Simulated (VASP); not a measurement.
Runs of VASP 6.6.1 on NaLaMnMoO6. Symmetry: I-4, No. 82, tetragonal system. The conventional cell has a = 5.446 Å, b = 5.446 Å, c = 7.798 Å, α = 90.00°, β = 90.00°, γ = 90.00°. Around Na (site symmetry -4) lie 8 O at 2.51 to 2.72 Å. Around La (site symmetry -4) lie 8 O at 2.51 to 2.72 Å. Around Mn (site symmetry -4) lie 6 O at 1.93 to 1.94 Å. Mo (site symmetry -4) is surrounded by 6 O at 1.96 to 1.97 Å. O (site symmetry 1) has 1 Mn at 1.94 Å and 1 Mo at 1.97 Å as nearest neighbours. O (site symmetry 2) is surrounded by 1 Mn at 1.93 Å and 1 Mo at 1.96 Å. The cell was built by a generator and needn't be a form met in nature.

```tsv
task	level	potentials or basis	cell	cutoff (eV)	gap on the mesh (eV)	pressure (GPa)	moment (μB)	relaxed volume (Å³/atom)	largest force (eV/Å)
relaxation of cell and atoms	PBE+D4	VASP PAW PBE potentials, release 64 (Na_pv, La, Mn_pv, Mo_sv, O)	relaxed	600	none	0.0	1.82	11.35	0.02
relaxation of cell and atoms	optB88-vdW	VASP PAW PBE potentials, release 64 (Na_pv, La, Mn_pv, Mo_sv, O)	relaxed	600	none	0.0	1.44	11.40	-
relaxation of cell and atoms	PBE	VASP PAW PBE potentials, release 64 (Na_pv, La, Mn_pv, Mo_sv, O)	relaxed	600	none	-0.1	2.23	11.64	0.01
relaxation of cell and atoms	PBE+D3	VASP PAW PBE potentials, release 64 (Na_pv, La, Mn_pv, Mo_sv, O)	relaxed	600	none	0.2	1.94	11.43	0.02
relaxation of cell and atoms	vdW-DF-cx	VASP PAW PBE potentials, release 64 (Na_pv, La, Mn_pv, Mo_sv, O)	relaxed	600	none	0.0	1.44	(c)	-
relaxation of cell and atoms	PBE+D3(BJ)	VASP PAW PBE potentials, release 64 (Na_pv, La, Mn_pv, Mo_sv, O)	relaxed	600	none	-0.1	(d)	11.34	0.02
relaxation of cell and atoms	rev-vdW-DF2	VASP PAW PBE potentials, release 64 (Na_pv, La, Mn_pv, Mo_sv, O)	relaxed	600	none	0.0	1.47	11.30	-
single point	PBE	VASP PAW PBE potentials, release 64 (Na_pv, La, Mn_pv, Mo_sv, O)	as given	520	none	0.6	(b)	-	0.13
relaxation of cell and atoms	LDA	VASP PAW LDA potentials, release 64 (Na_pv, La, Mn_pv, Mo_sv, O)	relaxed	600	none	0.0	1.12	10.75	-
relaxation of cell and atoms	PBE+D2	VASP PAW PBE potentials, release 64 (Na_pv, La, Mn_pv, Mo_sv, O)	relaxed	600	none	-0.1	(a)	11.32	0.01
```

Alike in all rows: spin collinear, ferromagnetic start; k mesh 7 × 7 × 7; smearing fermi-dirac 0.05 eV.

Question: Fill in the values left out.

Answer: (a) 1.87; (b) 2.00; (c) 11.18; (d) 1.75.

Caveats: a cell with one magnetic atom can't hold antiferromagnetic order, which such compounds often take; semilocal functionals often make such compounds metallic where correlation or magnetic order opens a gap, which also shifts bond lengths; pairwise dispersion overbinds metals, which lowers pressure and volume (some runs); the PAW data sets were made with another functional, which shifts forces and pressure a little (some runs); atom-pairwise D2, TS and ULG terms overbind metals (some runs).

A k mesh can miss the band edges, and the runs leave out spin-orbit coupling on La, Mo.

A gap of «none» marks a metal or a gap under the smearing width.

Not every run made on this cell is shown here.
